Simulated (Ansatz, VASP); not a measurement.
## One calculation of RuSe, two programs

The input POSCAR:

```
RuSe
1.0
    3.1876923100      0.0000000000      0.0000000000
    0.0000000000      3.1876923100      0.0000000000
    0.0000000000      0.0000000000      3.1876923100
Ru Se
1 1
Direct
    0.0000000000      0.0000000000      0.0000000000
    0.5000000000      0.5000000000      0.5000000000
```

File INCAR.step1:

```
SYSTEM = RuSe
  PREC = Accurate
  ENCUT = 520
  EDIFF = 1E-5
  ISMEAR = -1
  SIGMA = 0.05
  LREAL = .FALSE.
  LASPH = .TRUE.
  NELM = 60
  ALGO = Normal
  ISIF = 2
  LWAVE = .TRUE.
  NBANDS = 17
  GGA = PE
```

File INCAR.step2:

```
SYSTEM = RuSe
  PREC = Accurate
  ENCUT = 520
  EDIFF = 1E-7
  ISMEAR = -1
  SIGMA = 0.05
  LREAL = .FALSE.
  LASPH = .TRUE.
  NELM = 60
  ALGO = Normal
  ISIF = 2
  LWAVE = .FALSE.
  LCHARG = .FALSE.
  GGA = PE
  LHFCALC = .TRUE.
  HFSCREEN = 0.15
  AEXX = 0.25
  PRECFOCK = Fast
  NBANDS = 17
  ISTART = 1
```

Contents of KPOINTS:

```
Automatic mesh
0
G
  4 4 4
  0 0 0
```

input.yaml

```yaml
crystal:
  lattice:
    - [3.18769231, 0.0, 0.0]
    - [0.0, 3.18769231, 0.0]
    - [0.0, 0.0, 3.18769231]
  atoms:
    - { symbol: Ru, position: [0.0, 0.0, 0.0] }
    - { symbol: Se, position: [0.5, 0.5, 0.5] }
hamiltonian:
  xc:
    exchange: pbe
    correlation: pbe
    exx: { coeff: 0.25, omega: 0.15 }
  pseudopotentials: { kind: paw }
kpoints:
  mp_grid: { grid: [4, 4, 4] }
scf:
  occupations: { method: fermi_dirac, width: 0.05 }
output:
  forces: true
  stress: true
  eigenvalues: true
  write_density: true
  write_potential: true
  elf: true
  volumetric_format: npy
```

The cell comes from a database or a generator and needn't be the stable form of this composition.

Alike in both runs: task single point; functional HSE(alpha, omega); k mesh 4 × 4 × 4; occupations fermi-dirac, width 0.05 eV; no spin polarisation.

```csv
,VASP,Ansatz
version,VASP 6.6.1,Ansatz 0.2.0
potentials or method,"VASP PAW PBE potentials, release 64 (Ru_pv, Se)",Ansatz PAW
plane-wave cutoff (eV),520,420
valence electrons in the cell,20,32
```

Ansatz gave:

- gap on the k mesh at the Fermi level (eV): none
- pressure (GPa): -17.9

Question: Which values does VASP return?

Answer: gap on the k mesh at the Fermi level (eV): none; pressure (GPa): -18.2.

A gap of «none» marks a metal or a gap that the smearing closes. The two sets of potentials don't hold the same shells in valence.

Caveats: the k mesh is coarse (spacing up to 0.49 Å⁻¹), so the values aren't converged, least of all with exact exchange; the PAW data sets were made with another functional, which shifts forces and pressure a little (VASP); the PAW data sets come from PBE, with cores solved anew for the run's functional, which leaves a small shift of forces and pressure (Ansatz); the thresholds are loose for stress (Ansatz).
